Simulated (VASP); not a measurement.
Here is the system:

```yaml
crystal:
  lattice:
    - [3.76785, 0.00000, 0.00000]
    - [-1.88392, 3.26305, 0.00000]
    - [0.00000, 0.00000, 6.96369]
  atoms:
    - { symbol: Tl, position: [0.00000, 0.00000, 0.00000] }
    - { symbol: Tl, position: [0.00000, 0.00000, 0.50000] }
    - { symbol: F, position: [0.33333, 0.66667, 0.25000] }
    - { symbol: F, position: [0.66667, 0.33333, 0.75000] }
```

Level of theory: r2SCAN meta-GGA, VASP's PBE PAW potentials (set 64) (plane waves; VASP). Run with 520 eV cut-off, 8×8×4 Γ-centred mesh, tetrahedra with Blöchl corrections, potentials Tl_d F.

Unless said otherwise, spin-orbit coupling is left out, though it shifts the bands of the heavy elements here.

### Question
Give the energies of bands 13 to 23 at the high-symmetry points, in eV from the valence-band maximum.

### Answer

```tsv
band	Γ	M	K	A	L	H
13	-5.44	-4.89	-4.82	-5.31	-4.47	-4.23
14	-4.97	-3.39	-3.09	-5.31	-4.47	-4.23
15	-2.72	-3.20	-2.85	-2.31	-2.72	-3.19
16	-2.43	-2.97	-2.85	-2.31	-2.72	-3.19
17	-2.43	-2.71	-2.76	-2.31	-2.48	-2.38
18	-2.21	-2.25	-2.76	-2.31	-2.48	-2.38
19	-2.21	-1.00	-1.46	-1.64	-0.91	-0.52
20	0.00	-0.44	-0.10	-1.64	-0.91	-0.52
21	2.50	2.49	4.22	5.62	3.56	4.19
22	9.28	4.46	4.22	5.62	3.56	4.19
23	9.28	5.25	5.36	9.91	7.36	5.17
```

The gap is indirect, 2.49 eV, from the valence maximum at Γ to the conduction minimum at M.

The structure was generated: TlF was put into the NiAs type type (P6_3/mmc), which need not be its known phase. It was relaxed first, which changed the volume by +113 %.
